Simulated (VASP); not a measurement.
Here is the system:

```
CELL_PARAMETERS angstrom
      6.34396     0.00000     0.00000
      0.00000     6.34396     0.00000
      0.00000     0.00000     6.34396
ATOMIC_POSITIONS crystal
  K  0.00000 0.00000 0.00000
  K  0.50000 0.50000 0.00000
  K  0.50000 0.00000 0.50000
  K  0.00000 0.50000 0.50000
  Cl 0.50000 0.50000 0.50000
  Cl 0.00000 0.00000 0.50000
  Cl 0.00000 0.50000 0.00000
  Br 0.50000 0.00000 0.00000
```

Calculation: PBEsol GGA, VASP's PBE PAW potentials (set 64) (plane waves; VASP 6.6.1). Numerical set-up: 400 eV cut-off, Gaussian smearing of 0.050 eV, potentials K_sv Cl Br.

Question: Give the energies of bands 21 to 34 at the high-symmetry points, in eV from the valence-band maximum.

Answer: 
| band | Γ | X | M | R |
|---|---|---|---|---|
| 21 | -0.76 | -0.72 | -0.93 | -1.18 |
| 22 | -0.76 | -0.71 | -0.93 | -1.18 |
| 23 | -0.76 | -0.58 | -0.91 | -1.18 |
| 24 | -0.32 | -0.57 | -0.90 | -1.14 |
| 25 | -0.32 | -0.57 | -0.43 | -0.41 |
| 26 | -0.32 | -0.55 | -0.43 | -0.41 |
| 27 | -0.26 | -0.55 | -0.42 | -0.41 |
| 28 | -0.26 | -0.53 | -0.40 | -0.41 |
| 29 | -0.26 | -0.23 | -0.40 | -0.41 |
| 30 | 0.00 | -0.23 | -0.33 | -0.32 |
| 31 | 0.00 | -0.11 | -0.33 | -0.32 |
| 32 | 0.00 | -0.11 | -0.29 | -0.32 |
| 33 | 4.83 | 6.27 | 7.18 | 7.12 |
| 34 | 6.17 | 6.36 | 7.27 | 7.12 |

The gap is direct, 4.83 eV, from the valence maximum at Γ to the conduction minimum at Γ.

The structure was generated: K4BrCl3 was put into an ordered model structure (Pm-3m), which need not be its known phase. It was relaxed first.
